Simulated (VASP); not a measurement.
The system is Zn.

```
CELL_PARAMETERS angstrom
2.67000 0.00000 0.00000
-1.33500 2.31229 0.00000
0.00000 0.00000 4.96600
ATOMIC_POSITIONS crystal
Zn 0.33333 0.66667 0.25000
Zn 0.66667 0.33333 0.75000
```

```yaml
Program: VASP 6.6.1
Task: relaxation of cell and atoms
Functional: r2SCAN
Potentials_or_basis: VASP PAW PBE potentials, release 64 (Zn)
Cutoff: 520 eV
k_mesh: 18 × 18 × 8
Occupations: gaussian, width 0.1 eV
Spin: no spin polarisation
```

At the start: pressure -4.7 GPa; volume 15.33 Å³/atom.

Q: How do energy, volume and symmetry change on relaxing?

A: Over 10 steps the energy falls by 15.2 meV/atom and the volume is 14.62 Å³/atom (-4.6 %); space group P6_3/mmc (No. 194, to 0.05 Å).

Step by step:
```
step  energy change (eV)  largest force (eV/Å)  pressure (GPa)  volume (Å³)
   1              0.0000                0.0000           -4.66        30.66
   2             -0.0296                0.0000            0.93        28.72
   3             -0.0301                0.0000            0.16        28.94
   4             -0.0301                0.0000            0.04        28.98
   5             -0.0302                0.0000            0.04        29.00
   6             -0.0303                0.0000            0.07        29.04
   7             -0.0305                0.0000            0.16        29.14
   8             -0.0305                0.0000            0.18        29.17
   9             -0.0304                0.0000           -0.12        29.29
  10             -0.0305                0.0000            0.00        29.25
```

Final structure:
```yaml
crystal:
  lattice:
    - [2.60074, 0.00000, 0.00000]
    - [-1.30037, 2.25231, 0.00000]
    - [0.00000, 0.00000, 4.99293]
  atoms:
    - { symbol: Zn, position: [0.33333, 0.66667, 0.25000] }
    - { symbol: Zn, position: [0.66667, 0.33333, 0.75000] }
```

Caveat: the PAW data sets were made with another functional, which shifts forces and pressure a little.
